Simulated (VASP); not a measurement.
Here is the system:

```yaml
crystal:
  lattice:
    - [3.42897, 0.00000, 0.00000]
    - [0.00000, 3.42897, 0.00000]
    - [0.00000, 0.00000, 3.42897]
  atoms:
    - { symbol: Si, position: [0.00000, 0.00000, 0.00000] }
    - { symbol: Ni, position: [0.00000, 0.50000, 0.50000] }
    - { symbol: Ni, position: [0.50000, 0.00000, 0.50000] }
    - { symbol: Ni, position: [0.50000, 0.50000, 0.00000] }
```

Level of theory: LDA (Ceperley-Alder, Perdew-Zunger), VASP's LDA PAW potentials (set 64) (plane waves; VASP 6.6.1). Numerical set-up: 520 eV cut-off, Gaussian smearing of 0.050 eV, potentials Si Ni.

Q: Give the energies of bands 7 to 20 at the high-symmetry points, in eV from the Fermi level.

A: 
| band | Γ | X | M | R |
|---|---|---|---|---|
| 7 | -3.90 | -3.17 | -2.98 | -3.88 |
| 8 | -1.70 | -2.40 | -2.98 | -2.42 |
| 9 | -1.70 | -2.40 | -2.31 | -2.42 |
| 10 | -1.70 | -2.26 | -2.31 | -2.42 |
| 11 | -0.89 | -2.12 | -1.68 | -1.55 |
| 12 | -0.89 | -1.43 | -1.55 | -1.55 |
| 13 | -0.89 | -1.43 | -1.55 | -1.55 |
| 14 | -0.63 | -1.38 | -1.53 | -1.35 |
| 15 | -0.63 | -1.24 | -1.20 | -1.35 |
| 16 | -0.29 | -0.56 | -1.09 | -0.46 |
| 17 | 0.06 | 0.06 | -1.03 | -0.20 |
| 18 | 0.06 | 3.92 | 0.76 | -0.20 |
| 19 | 0.06 | 3.92 | 0.76 | -0.20 |
| 20 | 5.48 | 5.48 | 6.06 | 1.53 |

It has no gap at this level: it comes out as a metal or semimetal.

The compound is Ni3Si in the L1_2 structure. It was relaxed first, which changed the volume by -7 %. The run is not spin-polarised, so no magnetic state was tried.
